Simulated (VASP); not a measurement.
A VASP calculation is set up with these files.

**KPOINTS**
```
Automatic mesh
0
Gamma
8 8 6
0 0 0
```

### POSCAR
```
InAgTe2
1.0
  4.4694159610   0.0000000000   0.0000000000
  0.0000000000   4.4694159610   0.0000000000
  0.0000000000   0.0000000000   6.3818592573
In Ag Te
1 1 2
Cart
  2.2347079805   2.2347079805   3.1909296287
  0.0000000000   4.4694159610   0.0000000000
  4.4694159610   2.2347079805   1.5144364821
  2.2347079805   4.4694159610   4.8674227752
```

INCAR:
```
# general
SYSTEM =InAgTe2
PREC   =Accurate
ENCUT  =400
LREAL  =F
LASPH  =T

# electronic loop
EDIFF  =1E-7
NELM   =100
ALGO   =Normal
LMAXMIX=4

# smearing
ISMEAR =-5

# ions
ISIF   =2

# output
LWAVE  =F
LCHARG =T
LORBIT =11
NEDOS  =601
```

POTCAR, in this order: In_d Ag Te (LDA.64 set). Program: vasp_std.

Question: Translate this LDA calculation to Ansatz.

Answer: One equivalent input (not run):
Ansatz 0.2 input:
```yaml
crystal:
  lattice:
    - [4.4694160, 0.0000000, 0.0000000]
    - [0.0000000, 4.4694160, 0.0000000]
    - [0.0000000, 0.0000000, 6.3818593]
  atoms:
    - { symbol: In, position: [0.5000000, 0.5000000, 0.5000000] }
    - { symbol: Ag, position: [0.0000000, 1.0000000, 0.0000000] }
    - { symbol: Te, position: [1.0000000, 0.5000000, 0.2373033] }
    - { symbol: Te, position: [0.5000000, 1.0000000, 0.7626967] }
kpoints:
  mp_grid: { grid: [8, 8, 6] }
hamiltonian:
  xc: lda
  pseudopotentials: { kind: paw }
scf:
  occupations: { method: tetrahedron }
  max_iter: 100
output: { forces: true, stress: true, eigenvalues: true }
```
The two are equivalent in intent, not identical: each code has its own PAW files, so the cut-off isn't converted (ENCUT is set for VASP's; basis.ecutwfc is left out, and Ansatz then takes the one that its files recommend); Ansatz stops its SCF on the density residual and VASP on the energy change (EDIFF); Ansatz's lda is the Perdew-Wang form, while the LDA potentials of VASP carry Perdew-Zunger's.

The structure comes from a computed database's InAgTe2 entry (P-4m2); how it stands against other phases isn't given here. It was relaxed first, which changed the volume by -6 %.
